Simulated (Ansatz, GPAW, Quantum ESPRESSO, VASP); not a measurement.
# K2SnHgTe4 (I-42m, 8 atoms in the cell) computed with different codes at matched settings

Self-consistent single point, at a second geometry (lattice scaled by 0.98). First geometry:

```
K2SnHgTe4
1.0
   -4.39353     4.39353     3.73584
    4.39353    -4.39353     3.73584
    4.39353     4.39353    -3.73584
K Sn Hg Te
2 1 1 4
Direct
  0.50000   0.00000   0.50000
  0.00000   0.50000   0.50000
  0.00000   0.00000   0.00000
  0.50000   0.50000   0.00000
  0.58681   0.93755   0.00000
  0.06245   0.06245   0.64926
  0.93755   0.58681   0.00000
  0.41319   0.41319   0.35074
```

Shared settings, as Ansatz (a first-principles code) writes them: kpoints.mp_grid.grid = 3 3 3; scf.occupations.method = fixed. Potentials and cutoffs stand in the table.

```csv
code,model,ΔF from the first geometry (meV/atom),pressure (GPa),largest force (eV/Å),gap on the mesh (eV),cutoff
GPAW,"LDA (Perdew-Wang 92), GPAW PAW datasets LDA (gpaw-data 1.0.1)",-29.7,-1.42,0.071,1.088,550 eV
VASP,"LDA (PZ), VASP's LDA PAW potentials (set 64)",-26.3,-1.28,0.141,1.084,300 eV
Quantum ESPRESSO,"LDA (PZ), GBRV 1.5 ultrasoft (LDA) pseudopotentials",-27.0,-1.45,0.153,1.054,40 Ry
Ansatz,"LDA (PW92), default PAW files made with PBE",-28.2,-1.27,0.118,1.079,420 eV
```

Gaps are read on the mesh.

On Ansatz's run: spin-orbit coupling is off.

The spread over the programs that give each value: ΔF from the first geometry within 3.4 meV/atom; pressure within 0.18 GPa; largest force within 0.082 eV/Å; gap on the mesh within 0.034 eV.

Ansatz's pressure is given at a fixed set of plane waves, as the other plane-wave codes print theirs. The same LDA comes in different parametrisations, which differ slightly.

VASP's run is marked for a possible Pulay error in its stress at this cutoff; no cutoff test was made.

VASP ran the fixed occupations as a Gaussian smearing of 0.01 eV.

The starting cell comes from a database of computed structures (which also holds hypothetical and non-ambient phases and stackings), without a prior relaxation at this level. For this run, on top of that: lattice scaled by 0.98.

Left out of this page: CP2K and SIESTA (not drawn, or without a comparable value).

Keys are those of Ansatz 0.2.
